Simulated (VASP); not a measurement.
Here is the system:

```
CELL_PARAMETERS angstrom
     -1.57029     1.57029     1.57029
      1.57029    -1.57029     1.57029
      1.57029     1.57029    -1.57029
ATOMIC_POSITIONS crystal
  W  0.00000 0.00000 0.00000
```

Computed with LDA (Ceperley-Alder, Perdew-Zunger), VASP's LDA PAW potentials (set 64) (plane waves; VASP). Settings: 500 eV cut-off, 16×16×16 Γ-centred mesh, first-order Methfessel-Paxton smearing of 0.10 eV, potentials W_sv.

Unless said otherwise, spin-orbit coupling is left out, though it shifts the bands of the heavy elements here.

Question: What does the run give for the energy per atom (σ→0), band gap (on the k-mesh) with the smallest direct gap where there is one?

Answer: 
```
Quantity                                                    Result
------------------------  ----------------------------------------
band gap (on the k-mesh)  none (metal, semimetal or under 0.01 eV)
energy per atom (σ→0)                              -14.109 eV/atom
```

Only differences to runs with the same potentials and settings are physical.

The compound is W in the bcc structure. It was relaxed first.
